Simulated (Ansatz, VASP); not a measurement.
# CaMg6Ni: VASP beside Ansatz

File INCAR:

```
SYSTEM = CaMg6Ni
  PREC = Accurate
  ENCUT = 520
  EDIFF = 1E-7
  ISMEAR = -1
  SIGMA = 0.05
  LREAL = .False.
  LASPH = .True.
  NELM = 150
  ALGO = Normal
  ISIF = 2
  LWAVE = .False.
  LCHARG = .False.
  ISPIN = 2
  MAGMOM = 1 0 0 0 0 0 0 0
  LORBIT = 11
  LMAXMIX = 4
  GGA = PE
  NBANDS = 30
```

The input KPOINTS:

```
regular mesh
0
Gamma
  6 5 5
  0 0 0
```

The input POSCAR:

```
CaMg6Ni
1.0
    4.8590197893      0.0000000000      0.0000000000
    0.0000000000      3.1052062403      5.8511852651
    0.0000000000     -3.1052062403      5.8511852651
Ni Ca Mg
1 1 6
Direct
    0.5000000000      0.6334780000      0.6334780000
    0.0000000000      0.8066560000      0.8066560000
    0.5000000000      0.1813640000      0.1813640000
    0.5000000000      0.6808790000      0.1998830000
    0.5000000000      0.1998830000      0.6808790000
    0.0000000000      0.3411450000      0.3411450000
    0.0000000000      0.8208490000      0.3357450000
    0.0000000000      0.3357450000      0.8208490000
```

The input input.yaml:

```yaml
crystal:
  lattice:
    - [4.8590197893, 0.0, 0.0]
    - [0.0, 3.1052062403, 5.8511852651]
    - [0.0, -3.1052062403, 5.8511852651]
  atoms:
    - { symbol: Ni, position: [0.5, 0.633478, 0.633478], spin: 1.0 }
    - { symbol: Ca, position: [0.0, 0.806656, 0.806656] }
    - { symbol: Mg, position: [0.5, 0.181364, 0.181364] }
    - { symbol: Mg, position: [0.5, 0.680879, 0.199883] }
    - { symbol: Mg, position: [0.5, 0.199883, 0.680879] }
    - { symbol: Mg, position: [0.0, 0.341145, 0.341145] }
    - { symbol: Mg, position: [0.0, 0.820849, 0.335745] }
    - { symbol: Mg, position: [0.0, 0.335745, 0.820849] }
hamiltonian:
  xc: pbe
  pseudopotentials: { kind: paw }
magnetization:
  spin_polarized: true
kpoints:
  mp_grid: { grid: [6, 5, 5] }
scf:
  occupations: { method: fermi_dirac, width: 0.05 }
output:
  forces: true
  stress: true
  eigenvalues: true
```

Change from the starting cell: volume scaled by 0.98.

Alike in both runs: task single point; functional PBE; k mesh 6 × 5 × 5; occupations fermi-dirac, width 0.05 eV; collinear spin, ferromagnetic start.

```csv
,VASP,Ansatz
version,VASP 6.6.1,Ansatz 0.2.0
potentials or method,"VASP PAW PBE potentials, release 64 (Ni, Ca_sv, Mg)",Ansatz PAW
plane-wave cutoff (eV),520,420
valence electrons in the cell,32,88
```

VASP gave:

| Quantity | Value |
| --- | --- |
| gap on the k mesh at the Fermi level (eV) | none |
| pressure (GPa) | 1.0 |
| largest component of the traceless stress (GPa) | 0.17 |
| rms of the force components (eV/Å) | 0.023 |
| net moment per atom (μB) | 0.00 |

Question: Estimate Ansatz's values.

Answer: gap on the k mesh at the Fermi level (eV): none; pressure (GPa): 1.1; largest component of the traceless stress (GPa): 0.17; rms of the force components (eV/Å): 0.023; net moment per atom (μB): 0.00.

Atom by atom the forces differ by 0.003 eV/Å (rms over components). A gap of «none» marks a metal or a gap that the smearing closes. The two sets of potentials don't hold the same shells in valence.

Caveats: the starting moments weren't kept (Ansatz).
